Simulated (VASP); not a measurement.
CaC2, 3 atoms in the cell. It takes space group I4/mmm (No. 139, tetragonal). The conventional cell has a = 4.062 Å, b = 4.062 Å, c = 6.564 Å, α = 90.00°, β = 90.00°, γ = 90.00°. Ca (site symmetry 4/mmm) is surrounded by 10 C at 2.64 to 2.94 Å. Around C (site symmetry 4mm) lie 1 C at 1.29 Å. The cell comes from a database or a generator and needn't be the stable form of this composition. The cell isn't the ideal one: strain +0.050 along x and y, +0.025 along z, atoms carried along.

- Program: VASP 6.6.1
- Task: single point
- Functional: LDA
- Potentials or basis: VASP PAW LDA potentials, release 64 (Ca_sv, C)
- Cutoff: 520 eV
- k mesh: 10 × 10 × 10
- Occupations: gaussian, width 0.05 eV
- Spin: no spin polarisation
- Dipole correction: no
- Further INCAR settings: ALGO = Normal; EDIFF = 1e-07; NBANDS = 16

Potentials or basis: VASP PAW LDA potentials, release 64 (Ca_sv, C).

Run with:

```console
$ cat potpaw_LDA.64/Ca_sv/POTCAR potpaw_LDA.64/C/POTCAR > POTCAR
$ mpirun -np 1 vasp_std > vasp.out
```

Hardware: 1 thread of Intel(R) Xeon(R) Platinum 8488C (Sapphire Rapids), with other jobs on the host.

Estimate the wall time of this run.

Run time: 64 s on 1 thread of Intel(R) Xeon(R) Platinum 8488C (Sapphire Rapids), on a shared host, peak memory 0.21 GiB. Counts: scf iterations 15, k points 102.
